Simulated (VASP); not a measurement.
VASP ran on this input.

**POSCAR**
```
BaTe
1
   -0.0000000000     2.9528654611     2.9528654611
    2.9528654611    -0.0000000000     2.9528654611
    2.9528654611     2.9528654611     0.0000000000
Ba Te
1 1
Direct
  0.0000000000   0.0000000000   0.0000000000
  0.5000000000   0.5000000000   0.5000000000
```

INCAR:
```
SYSTEM = BaTe
PREC = Accurate
ENCUT = 500
EDIFF = 1E-6
NELM = 100
ALGO = Normal
LREAL = .FALSE.
LASPH = .TRUE.
ISMEAR = 1
SIGMA = 0.1
GGA = PS
LMAXMIX = 4
LWAVE = .FALSE.
LCHARG = .FALSE.
IBRION = 2
ISIF = 3
NSW = 40
EDIFFG = -0.02
PSTRESS = 450
```

File KPOINTS:
```
Regular mesh
0
gamma
 11 11 11
0 0 0
```

POTCAR, in this order: Ba_sv Te (PBE.64 set). Program: vasp_std.

Write an equivalent input for Ansatz.

One equivalent input (not run):
Ansatz 0.2 input:
```yaml
crystal:
  lattice:
    - [0.0000000, 2.9528655, 2.9528655]
    - [2.9528655, 0.0000000, 2.9528655]
    - [2.9528655, 2.9528655, 0.0000000]
  atoms:
    - { symbol: Ba, position: [0.0000000, 0.0000000, 0.0000000] }
    - { symbol: Te, position: [0.5000000, 0.5000000, 0.5000000] }
kpoints:
  mp_grid: { grid: [11, 11, 11] }
hamiltonian:
  xc: pbesol
  pseudopotentials: { kind: paw }
scf:
  occupations: { method: methfessel_paxton, width: 0.1 }
  max_iter: 100
relax:
  max_steps: 40
  f_tol: 0.02
  cell: { p_target: 45 }
output: { forces: true, stress: true, eigenvalues: true }
```
Limits of the translation: each code has its own PAW files, so the cut-off isn't converted (ENCUT is set for VASP's; basis.ecutwfc is left out, and Ansatz then takes the one that its files recommend); Ansatz stops its SCF on the density residual and VASP on the energy change (EDIFF).

The compound is BaTe in the rock salt structure. It was relaxed first under an external pressure of 45 GPa.
